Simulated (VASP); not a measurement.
Data:

```
MoSe
1.0
    3.56200     0.00000     0.00000
    0.00000     3.56200     0.00000
    0.00000     0.00000     3.56200
Mo Se
1 1
Direct
  0.00000   0.00000   0.00000
  0.50000   0.50000   0.50000
```

Computed with PBE GGA, VASP's PBE PAW potentials (set 64) (plane waves; VASP). Numerical set-up: 400 eV cut-off, 9×9×9 Γ-centred mesh, first-order Methfessel-Paxton smearing of 0.10 eV, potentials Mo_sv Se.

Energy and stress use the plane-wave basis of the starting cell.

Task: The ions, cell shape and volume are relaxed. What does this cell relax into?

Result: 
```
MoSe
1.0
    3.14855     0.00000     0.00000
    0.00000     3.14855     0.00000
    0.00000     0.00000     3.14855
Mo Se
1 1
Direct
  0.00000   0.00000   0.00000
  0.50000   0.50000   0.50000
```
Space group Pm-3m (221), at a tolerance of 0.03 Å.

Task: How do energy and volume change from the first to the last step?

Result: The energy (σ→0) changes by -865.6 meV/atom and the volume by -30.9 %, in 7 ionic steps.

The structure was generated: MoSe was put into the CsCl type type (Pm-3m), which need not be its known phase. This run relaxes it. Symmetry was kept, so distortions that lower it aren't found.
